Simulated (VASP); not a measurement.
Energy against volume of SiC (zinc blende). Level of theory: revPBE GGA, VASP's PBE PAW potentials (set 64) (plane waves; VASP). Numerical set-up: 520 eV cut-off, 10×10×10 Γ-centred mesh, Gaussian smearing of 0.050 eV, potentials Si C.

```
V (Å³/atom)  E (eV/atom)
-----------  -----------
9.967           -7.19816
10.285          -7.21908
10.603          -7.22564
10.921          -7.21984
```

Problem. Fit these four points and predict the energy of the run at 11.239 Å³/atom.

Solution. A cubic in V^(−2/3), the third-order Birch-Murnaghan form, passes through the four points with V0 = 10.60 Å³/atom and B0 = 207 GPa, and gives -7.2034 eV/atom there. The run gave -7.2034 eV/atom, +0.0 meV/atom from the fit; all five points give B0 = 207 GPa.

The compound is SiC in the zinc blende structure. It was relaxed first.
